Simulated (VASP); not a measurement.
# Be3Se2O: single point with PBE

Crystal: Be3Se2O.

```
Be Se O
1.0
     5.77614    0.00000    0.00000
    -2.88807    5.00229    0.00000
     0.00000    0.00000   10.54870
Be Se O
6 4 2
Direct
  0.73139 0.00000 0.00000
  0.73139 0.00000 0.50000
  0.00000 0.73139 0.00000
  0.00000 0.73139 0.50000
  0.26861 0.26861 0.00000
  0.26861 0.26861 0.50000
  0.33333 0.66667 0.00000
  0.33333 0.66667 0.50000
  0.66667 0.33333 0.00000
  0.66667 0.33333 0.50000
  0.00000 0.00000 0.00000
  0.00000 0.00000 0.50000
```

The cell was built by a generator and needn't be a form met in nature.

```
Program             : VASP 6.6.1
Task                : single point
Functional          : PBE
Potentials or basis : VASP PAW PBE potentials, release 64 (Be, Se, O)
Cutoff              : 520 eV
k mesh              : 4 × 4 × 2
Occupations         : gaussian, width 0.05 eV
Spin                : no spin polarisation
```

The pressure is 0.1 GPa and the band gap on the k mesh is 2.85 eV.

Forces on the atoms (eV/Å):
```
Be   0.002  0.000  0.000
Be   0.002  0.000  0.000
Be  -0.001  0.002  0.000
Be  -0.001  0.002  0.000
Be  -0.001 -0.002  0.000
Be  -0.001 -0.002  0.000
Se   0.000  0.000  0.000
Se   0.000  0.000  0.000
Se   0.000  0.000  0.000
Se   0.000  0.000  0.000
O    0.000  0.000  0.000
O    0.000  0.000  0.000
```

Levels at points of the mesh, in eV from the valence-band top:
```tsv
k point	band 21	band 22	band 23	band 24	band 25	band 26	band 27	band 28
(0.00, 0.00, 0.00)	-1.59	-1.59	-0.20	0.00	2.85	3.97	3.97	4.31
(0.50, 0.00, 0.00)	-1.49	-1.46	-1.02	-0.74	3.57	4.07	4.26	4.26
(0.00, 0.00, 0.50)	-1.60	-1.60	-0.10	-0.10	3.48	3.48	4.20	4.20
(0.50, 0.00, 0.50)	-1.49	-1.49	-0.89	-0.89	3.83	3.83	4.22	4.22
```

Run time: 73 s on 1 thread of Intel(R) Xeon(R) Platinum 8175M CPU @ 2.50GHz (Skylake/Cascade Lake), with other jobs on the host, peak memory 0.25 GiB.

Caveat: this functional lacks dispersion, which binds the layers, so the pressure and a relaxed spacing across them are unreliable. A hybrid or GW would open this gap; PBE tends to underestimate it.
